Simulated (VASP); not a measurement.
Data:

```
CELL_PARAMETERS angstrom
      3.00455     0.00000     0.00000
      0.00000     3.00455     0.00000
      0.00000     0.00000     3.00455
ATOMIC_POSITIONS crystal
  Mo 0.00000 0.00000 0.00000
  Si 0.50000 0.50000 0.50000
```

Level of theory: LDA (Ceperley-Alder, Perdew-Zunger), VASP's LDA PAW potentials (set 64) (plane waves; VASP 6.6.1). Run with 400 eV cut-off, Gaussian smearing of 0.050 eV, potentials Mo_sv Si.

Task: Predict the band gap (along the path) with the smallest direct gap where there is one.

Result: 
```
Item                                                          Value
-------------------------  ----------------------------------------
band gap (along the path)  none (metal, semimetal or under 0.01 eV)
```

The structure was generated: SiMo was put into the CsCl type (Pm-3m), which need not be its known phase. It was relaxed first, which changed the volume by -7 %.
